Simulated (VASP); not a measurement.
# Mg6GaCo (Amm2) in VASP: reference runs

How does Mg6GaCo come out in PBE? The cell is run as given and disturbed.

Everything below comes from runs of VASP 6.6.1. Logs are shortened: lines on timing, memory, paths and dates and some standing lists are left out, and cuts for length are marked.

## 1. The crystal as given

Symmetry: Amm2, No. 38, orthorhombic system. Conventional cell: a = 4.811 Å, b = 6.062 Å, c = 10.416 Å, α = 90.00°, β = 90.00°, γ = 90.00°. Around Ga (site symmetry mm2) lie 10 Mg at 2.83 to 3.19 Å and 2 Co at 2.92 Å. Co (site symmetry mm2) has 10 Mg at 2.91 to 3.06 Å and 2 Ga at 2.92 Å as nearest neighbours. Mg (site symmetry mm2) is surrounded by 10 Mg at 2.97 to 3.04 Å and 2 Ga at 3.03 Å. Around Mg (site symmetry m) lie 2 Ga at 2.83 to 3.19 Å and 8 Mg at 2.86 to 3.20 Å and 2 Co at 2.91 Å. Mg (site symmetry mm2) is surrounded by 10 Mg at 2.97 to 3.02 Å and 2 Co at 3.03 Å. Around Mg (site symmetry m) lie 2 Co at 2.96 to 3.06 Å and 2 Ga at 2.97 Å and 8 Mg at 2.98 to 3.09 Å.

The cell comes from a database or a generator and needn't be the stable form of this composition.

## 2. Single point, PBE, collinear spin, ferromagnetic start

Input file INCAR:

```
SYSTEM = Mg6GaCo
ALGO     = Normal         ! electronic algorithm
EDIFF    = 1E-7           ! SCF threshold, eV
ENCUT    = 520            ! plane-wave cutoff, eV
GGA      = PE             ! functional
ISIF     = 2              ! what is computed and relaxed
ISMEAR   = -1             ! smearing method
ISPIN    = 2              ! spin polarisation
LASPH    = .True.         ! aspherical terms in the spheres
LCHARG   = .True.         ! write CHGCAR
LELF     = .True.         ! ELF
LMAXMIX  = 4              ! l up to which the mixer works
LORBIT   = 11             ! projections on sites
LREAL    = .False.        ! projectors in reciprocal space
LVHAR    = .True.       
LWAVE    = .False.        ! write WAVECAR
MAGMOM   = 0 2 0 0 0 0 0 0 ! initial moments
NBANDS   = 31             ! bands
NELM     = 150            ! most SCF steps
PREC     = Accurate       ! precision mode
SIGMA    = 0.05           ! smearing width, eV
```

Input file KPOINTS:

```
k-points
0
Gamma
  6 5 5
  0 0 0
```

Input file POSCAR:

```
Mg6GaCo
1.0
    4.8113800000      0.0000000000      0.0000000000
    0.0000000000      3.0311835000      5.2081525000
    0.0000000000     -3.0311835000      5.2081525000
Ga Co Mg
1 1 6
Direct
    0.5000000000      0.6744190000      0.6744190000
    0.0000000000      0.8325040000      0.8325040000
    0.5000000000      0.1667520000      0.1667520000
    0.5000000000      0.6735860000      0.1451880000
    0.5000000000      0.1451880000      0.6735860000
    0.0000000000      0.3340910000      0.3340910000
    0.0000000000      0.8322400000      0.3412200000
    0.0000000000      0.3412200000      0.8322400000
```

Potentials or basis: VASP PAW PBE potentials, release 64 (Ga_d, Co, Mg).

Launch:

```console
> cat potpaw_PBE.64/Ga_d/POTCAR potpaw_PBE.64/Co/POTCAR potpaw_PBE.64/Mg/POTCAR > POTCAR
> mpirun -np 1 vasp_std > vasp.out
```

OUTCAR:

```text
SYSTEM = Mg6GaCo
   EDIFF = 1E-7
   ENCUT = 520
   GGA = PE
   ISIF = 2
   ISMEAR = -1
   ISPIN = 2
   LASPH = .True.
   LORBIT = 11
   LREAL = .False.
   NELM = 150
   PREC = Accurate

 ion  position               nearest neighbor table
   1  0.500  0.674  0.674-   4 2.83   5 2.83   2 2.92   2 2.92   8 2.97   7 2.97   7 2.97   8 2.97
                             3 3.03   3 3.03   5 3.19   4 3.19
   2  0.000  0.833  0.833-   4 2.91   5 2.91   4 2.91   5 2.91   1 2.92   1 2.92   8 2.96   7 2.96
                             6 3.03   6 3.03   8 3.06   7 3.06
   3  0.500  0.167  0.167-   6 2.97   6 2.97   8 2.98   7 2.98   7 2.98   8 2.98   4 2.99   5 2.99
                             1 3.03   1 3.03   4 3.04   5 3.04
   4  0.500  0.674  0.145-   1 2.83   5 2.86   2 2.91   2 2.91   3 2.99   6 2.99   6 2.99   7 3.04
                             7 3.04   3 3.04   1 3.19   5 3.20
   5  0.500  0.145  0.674-   1 2.83   4 2.86   2 2.91   2 2.91   3 2.99   6 2.99   6 2.99   8 3.04
                             8 3.04   3 3.04   1 3.19   4 3.20
   6  0.000  0.334  0.334-   3 2.97   3 2.97   5 2.99   4 2.99   4 2.99   5 2.99   7 3.00   8 3.00
                             8 3.02   7 3.02   2 3.03   2 3.03
   7  0.000  0.832  0.341-   2 2.96   1 2.97   1 2.97   8 2.98   3 2.98   3 2.98   6 3.00   6 3.02
                             4 3.04   4 3.04   2 3.06   8 3.09
   8  0.000  0.341  0.832-   2 2.96   1 2.97   1 2.97   7 2.98   3 2.98   3 2.98   6 3.00   6 3.02
                             5 3.04   5 3.04   2 3.06   7 3.09

  LATTYP: Found a base centered orthorhombic cell.
 ALAT       =     6.0623670000
 B/A-ratio  =     1.7181910960
 C/A-ratio  =     0.7936471019

  Lattice vectors:

 A1 = (   0.0000000000,   3.0311835000,  -5.2081525000)
 A2 = (   0.0000000000,   3.0311835000,   5.2081525000)
 A3 = (   4.8113800000,   0.0000000000,   0.0000000000)

Analysis of symmetry for initial positions (statically):
=====================================================================
 Subroutine PRICEL returns:
 Original cell was already a primitive cell.

 Routine SETGRP: Setting up the symmetry group for a
 base centered orthorhombic supercell.

 Subroutine GETGRP returns: Found  4 space group operations
 (whereof  4 operations were pure point group operations)
 out of a pool of  8 trial point group operations.

The static configuration has the point symmetry C_2v.

Analysis of symmetry for dynamics (positions and initial velocities):
=====================================================================
 Subroutine PRICEL returns:
 Original cell was already a primitive cell.

 Routine SETGRP: Setting up the symmetry group for a
 base centered orthorhombic supercell.

 Subroutine GETGRP returns: Found  4 space group operations
 (whereof  4 operations were pure point group operations)
 out of a pool of  8 trial point group operations.

The dynamic configuration has the point symmetry C_2v.

Analysis of structural, dynamic, and magnetic symmetry:
=====================================================================
 Subroutine PRICEL returns:
 Original cell was already a primitive cell.

 Routine SETGRP: Setting up the symmetry group for a
 base centered orthorhombic supercell.

 Subroutine GETGRP returns: Found  4 space group operations
 (whereof  4 operations were pure point group operations)
 out of a pool of  8 trial point group operations.

The overall configuration has the point symmetry C_2v.

 Subroutine INISYM returns: Found  4 space group operations
 (whereof  4 operations are pure point group operations),
 and found     1 'primitive' translations

----------------------------------------------------------------------------------------

                                     Primitive cell

  volume of cell :     151.9132

  direct lattice vectors                    reciprocal lattice vectors
     4.811380000  0.000000000  0.000000000     0.207840578  0.000000000  0.000000000
     0.000000000  3.031183500  5.208152500     0.000000000  0.164952072  0.096003333
     0.000000000 -3.031183500  5.208152500     0.000000000 -0.164952072  0.096003333

  length of vectors
     4.811380000  6.026020733  6.026020733     0.207840578  0.190855511  0.190855511

  position of ions in fractional coordinates (direct lattice)
     0.500000000  0.674419000  0.674419000
     0.000000000  0.832504000  0.832504000
     0.500000000  0.166752000  0.166752000
     0.500000000  0.673586000  0.145188000
     0.500000000  0.145188000  0.673586000
     0.000000000  0.334091000  0.334091000
[... 78 lines left out ...]
   ICHARG =      2    charge: 1-file 2-atom 10-const
   ISPIN  =      2    spin polarized calculation?
   LNONCOLLINEAR =      F non collinear calculations
   LSORBIT =      F    spin-orbit coupling
   LASPH  =      T    aspherical Exc in radial PAW
   ENCUT  =  520.0 eV  38.22 Ry    6.18 a.u.   8.95 11.20 11.20*2*pi/ulx,y,z
   NELM   =    150;   NELMIN=  2; NELMDL= -5     # of ELM steps
   EDIFF  = 0.1E-06   stopping-criterion for ELM
   LREAL  =      F    real-space projection
   EDIFFG = 0.1E-05   stopping-criterion for IOM
   NSW    =      0    number of steps for IOM
   IBRION =     -1    ionic relax: 0-MD 1-quasi-New 2-CG
   NFREE  =      0    steps in history (QN), initial steepest desc. (CG)
   ISIF   =      2    stress and relaxation
   ISYM   =      2    0-nonsym 1-usesym 2-fastsym
   POTIM  = 0.5000    time-step for ionic-motion
   TEBEG  =    0.0;   TEEND  =   0.0 temperature during run
   PSTRESS=    0.0 pullay stress
   NELECT =      34.0000    total number of electrons
   NUPDOWN=      -1.0000    fix difference up-down
   EMIN   =  10.00;   EMAX   =-10.00  energy-range for DOS
   EFERMI =   0.00;   METHOD = LEGACY
   ISMEAR =    -1;   SIGMA  =   0.05  broadening in eV -4-tet -1-fermi 0-gaus
   EFERMI_NEDOS =   21; number of points for ismear=-14 and -15
   IALGO  =     38    algorithm
   IMIX   =      4    mixing-type and parameters
     AMIX     =   0.40;   BMIX     =  1.00
     AMIX_MAG =   1.60;   BMIX_MAG =  1.00
  volume/ion in A,a.u.               =      18.99       128.15
  Fermi-wavevector in a.u.,A,eV,Ry     =   0.993961  1.878314 13.441987  0.987958
  Thomas-Fermi vector in A             =   2.125879
   LORBIT       =     11    0 simple, 1 ext, 2 COOP (PROOUT), +10 PAW based schemes
   GGA     = PE    functional components
   LHFCALC =     F    Hartree Fock is set to
   AEXX    =    0.0000 exact exchange contribution
   IVDW    =     0    specifies the selected vdW correction
   LEPSILON=     F    determine dielectric tensor
   LRPA    =     F    only Hartree local field effects (RPA)
 spin polarized calculation
  energy-cutoff  :      520.00
  volume of cell :      151.91
 maximum number of plane-waves:      4126
 NGX is ok and might be reduce to    36
   NGX = 17   NGY = 23   NGZ = 23

 number of electron      34.0000001 magnetization       0.7699498

 Free energy of the ion-electron system (eV)
  ---------------------------------------------------
  ext. energy  EPLUGINS =         0.00000000
  ---------------------------------------------------
  free energy    TOTEN  =       -18.49644429 eV

  energy without entropy =      -18.45396844  energy(sigma->0) =      -18.47520637

 E-fermi :   3.8467     XC(G=0):  -9.4833

 val. band max:        3.8447335180   @ k =   0.1667   0.2000   0.0000
 cond. band min:       3.8520725698   @ k =   0.5000  -0.2000   0.2000
 fundamental gap:      0.0073390518
 Fermi energy:         3.8466987313

 spin component 1

 k-point     1 :       0.0000    0.0000    0.0000
  band No.  band energies     occupation
      1     -10.8125      1.00000
      2     -10.8121      1.00000
      3     -10.7864      1.00000
      4     -10.7768      1.00000
      5     -10.7683      1.00000
      6      -4.3424      1.00000
[... 757 lines left out ...]
     28       9.8801      0.00000
     29       9.9994      0.00000

 [... further k-points ...]

 spin component 2

 k-point     1 :       0.0000    0.0000    0.0000
  band No.  band energies     occupation
      1     -10.8120      1.00000
      2     -10.8110      1.00000
      3     -10.7883      1.00000
      4     -10.7820      1.00000
      5     -10.7720      1.00000
      6      -4.3629      1.00000
[... 757 lines left out ...]
     28       9.9025      0.00000
     29       9.9821      0.00000

 [... further k-points ...]

 [bands above 29 left out]

------------------------ aborting loop because EDIFF is reached ----------------------------------------

  FORCE on cell =-STRESS in cart. coord.  units (eV):
  Direction    XX          YY          ZZ          XY          YZ          ZX
  --------------------------------------------------------------------------------------
  -------------------------------------------------------------------------------------
  Total        0.5109612     -0.1343953      0.2463060      0.0000000      0.0000000      0.0000000
  in kB        5.3889346     -1.4174218      2.5977064      0.0000000      0.0000000      0.0000000
  external PRESSURE =       2.1897397 kB  Pullay stress =       0.0000000 kB

 VOLUME and BASIS-vectors are now :
 -----------------------------------------------------------------------------
  energy-cutoff  :      520.00
  volume of cell :      151.91
      direct lattice vectors                 reciprocal lattice vectors
     4.811380000  0.000000000  0.000000000     0.207840578  0.000000000  0.000000000
     0.000000000  3.031183500  5.208152500     0.000000000  0.164952072  0.096003333
     0.000000000 -3.031183500  5.208152500     0.000000000 -0.164952072  0.096003333

 POSITION                                       TOTAL-FORCE (eV/Angst)
 -----------------------------------------------------------------------------------
      2.40569      0.00000      7.02495         0.000000      0.000000      0.025043
      0.00000      0.00000      8.67162         0.000000      0.000000     -0.037651
      2.40569      0.00000      1.73694         0.000000      0.000000     -0.041657
      2.40569      1.60167      4.26430         0.000000      0.018476     -0.019884
      2.40569     -1.60167      4.26430         0.000000     -0.018476     -0.019884
      0.00000      0.00000      3.47999         0.000000      0.000000      0.044829
      0.00000      1.48837      6.11156         0.000000     -0.020527      0.024602
      0.00000     -1.48837      6.11156         0.000000      0.020527      0.024602
 -----------------------------------------------------------------------------------
    total drift:                                0.000000      0.000000      0.000036

  FREE ENERGIE OF THE ION-ELECTRON SYSTEM (eV)
  ---------------------------------------------------
  free  energy   TOTEN  =       -18.4964442937 eV

  energy  without entropy=      -18.4539684389  energy(sigma->0) =      -18.47520637

 total charge

# of ion       s       p       d       tot
------------------------------------------
    1        0.949   0.678   9.936  11.563
    2        0.353   0.233   7.326   7.912
    3        0.225   0.150   0.017   0.392
    4        0.206   0.148   0.019   0.374
    5        0.206   0.148   0.019   0.374
    6        0.214   0.158   0.015   0.387
    7        0.203   0.146   0.018   0.367
    8        0.203   0.146   0.018   0.367
--------------------------------------------------
tot          2.559   1.808  17.368  21.735

 magnetization (x)

# of ion       s       p       d       tot
------------------------------------------
    1        0.004  -0.013  -0.001  -0.010
    2        0.009   0.001   0.914   0.925
    3       -0.000   0.003  -0.000   0.002
    4       -0.003  -0.004  -0.001  -0.008
    5       -0.003  -0.004  -0.001  -0.008
    6       -0.001  -0.002  -0.000  -0.003
    7       -0.001  -0.002  -0.000  -0.003
    8       -0.001  -0.002  -0.000  -0.003
--------------------------------------------------
tot          0.004  -0.023   0.909   0.890
```

It took 5.4 min on 1 thread of AMD EPYC 9R45 (Zen 5), shared host; peak memory 0.49 GiB.

Results:

```
Free energy                                           : -18.4964 eV
Pressure                                              : 0.2 GPa
Largest force                                         : 0.045 eV/Å
Band gap on the k mesh                                : none (metal or under the smearing width)
Net moment                                            : 0.77 μB per cell
Site moments                                          : Ga -0.01; Co +0.93; Mg +0.00, -0.01, -0.00 μB
Valence electrons inside the program's atomic spheres : Ga 11.56; Co 7.91; Mg 0.39, 0.37
```

Forces on the atoms (eV/Å):
```
Ga   0.000  0.000  0.025
Co   0.000  0.000 -0.038
Mg   0.000  0.000 -0.042
Mg   0.000  0.018 -0.020
Mg   0.000 -0.018 -0.020
Mg   0.000  0.000  0.045
Mg   0.000 -0.021  0.025
Mg   0.000  0.021  0.025
```

Stress tensor (GPa, compression positive):
```
 0.54  0.00  0.00
 0.00 -0.14  0.00
 0.00  0.00  0.26
```

[end of part 1 of 2]
